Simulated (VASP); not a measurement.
Al3Si2F, 6 atoms in the cell. Symmetry: P4mm, No. 99, tetragonal system. Conventional cell: a = 3.172 Å, b = 3.172 Å, c = 9.156 Å, α = 90.00°, β = 90.00°, γ = 90.00°. Around Al (site symmetry 4mm) lie 4 Al at 2.63 Å and 5 Si at 2.75 to 2.98 Å. Al (site symmetry 4mm) is surrounded by 4 F at 2.66 Å and 5 Si at 2.75 to 3.00 Å. Al (site symmetry 4mm) is surrounded by 4 Al at 2.63 Å and 5 Si at 2.76 to 2.96 Å. Around Si (site symmetry 4mm) lie 4 F at 2.74 Å and 6 Al at 2.76 to 3.00 Å. Si (site symmetry 4mm) has 9 Al at 2.75 to 2.96 Å and 1 F at 3.02 Å as nearest neighbours. Around F (site symmetry 4mm) lie 4 Al at 2.66 Å and 5 Si at 2.74 to 3.02 Å. The cell was built by a generator and needn't be a form met in nature.

```yaml
Program: VASP 6.6.1
Task: relaxation of cell and atoms
Functional: PBE
Potentials_or_basis: VASP PAW PBE potentials, release 64 (Al, Si, F)
Cutoff: 520 eV
k_mesh: 4 × 4 × 2
Occupations: gaussian, width 0.15 eV
Spin: no spin polarisation
Further_INCAR_settings: PREC = Normal; ALGO = Fast; EDIFF = 0.0001; IBRION = 2; EDIFFG = -0.08; NSW = 24; ISIF = 3
```

Potentials or basis: VASP PAW PBE potentials, release 64 (Al, Si, F).

Launch:

```console
$ cat potpaw_PBE.64/Al/POTCAR potpaw_PBE.64/Si/POTCAR potpaw_PBE.64/F/POTCAR > POTCAR
$ mpirun -np 2 vasp_std > vasp.out
```

Hardware: 2 MPI ranks on Intel(R) Xeon(R) Platinum 8175M CPU @ 2.50GHz (Skylake/Cascade Lake), with other jobs on the host.

Problem. How long does it take, and how much memory?

Solution. Wall time 53 s on 2 MPI ranks on Intel(R) Xeon(R) Platinum 8175M CPU @ 2.50GHz (Skylake/Cascade Lake), with other jobs on the host, peak memory 0.15 GiB a rank. Counts: scf iterations 85, k points 12, ion steps 15.
